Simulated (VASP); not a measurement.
A VASP calculation is set up with these files.

### KPOINTS
```
Automatic mesh
0
Gamma
5 5 3
0 0 0
```

### INCAR
```
ISIF = 2   # forces and stress, cell fixed
LMAXMIX = 4
LREAL = .False.   # projection in real space or not
LASPH = .True.   # aspherical one-centre terms
EDIFF = 1E-6
LCHARG = .False.
NELM = 100   # most electronic steps
ENCUT = 300   # plane-wave cut-off (eV)
GGA = PS   # PBEsol
ISMEAR = -1   # Fermi-Dirac
SIGMA = 0.1
ALGO = Normal   # blocked Davidson
PREC = Accurate
LWAVE = .False.
SYSTEM = Pd3S
```

File POSCAR:
```
Pd3S
1.0
  3.6843550000  -2.6752400000   0.0000000000
  3.6843550000   2.6752400000   0.0000000000
  0.0000000000   0.0000000000   6.4163400000
Pd S
6 2
Cartesian
  5.9337274146  -0.8245089680   4.8122550000
  1.4349825854   0.8245089680   1.6040850000
  5.9337274146   0.8245089680   1.6040850000
  1.4349825854  -0.8245089680   4.8122550000
  3.6843550000   0.0000000000   0.0000000000
  3.6843550000   0.0000000000   3.2081700000
  3.6843550000   1.6496064888   1.6040850000
  3.6843550000  -1.6496064888   4.8122550000
```

POTCAR, in this order: Pd S (PBE.64 set). Program: vasp_std.

Task: Translate this PBEsol calculation to Quantum ESPRESSO's pw.x.

Result: One equivalent input (not run):
```
&CONTROL
  calculation = 'scf'
  pseudo_dir = './pseudo'
  outdir = './out'
  tprnfor = .true.
  tstress = .true.
/
&SYSTEM
  ibrav = 0
  nat = 8
  ntyp = 2
  ecutwfc = 82
  occupations = 'smearing'
  smearing = 'fermi-dirac'
  degauss = 0.00735
  input_dft = 'pbesol'
/
&ELECTRONS
  conv_thr = 7.3e-08
  electron_maxstep = 100
/
ATOMIC_SPECIES
  Pd 106.420 Pd.upf
  S 32.060 S.upf
CELL_PARAMETERS angstrom
     3.6843550   -2.6752400    0.0000000
     3.6843550    2.6752400    0.0000000
     0.0000000    0.0000000    6.4163400
ATOMIC_POSITIONS crystal
  Pd   0.9593600  0.6511600  0.7500000
  Pd   0.0406400  0.3488400  0.2500000
  Pd   0.6511600  0.9593600  0.2500000
  Pd   0.3488400  0.0406400  0.7500000
  Pd   0.5000000  0.5000000  0.0000000
  Pd   0.5000000  0.5000000  0.5000000
  S    0.1916900  0.8083100  0.2500000
  S    0.8083100  0.1916900  0.7500000
K_POINTS automatic
  5 5 3 0 0 0
```
Limits of the translation: the potentials are each code's own (VASP's PAW set, PseudoDojo norm-conserving files in pw.x), so ENCUT and ecutwfc are chosen apart and not converted; conv_thr bounds pw.x's estimated SCF error, while EDIFF bounds the energy change between steps.

The structure comes from a computed database's Pd3S entry (Cmcm); how it stands against other phases isn't given here. The cell was not relaxed at this level. The k-mesh is coarse (spacing up to 0.33 per Å, 2π included), so the numbers may not be converged in it.
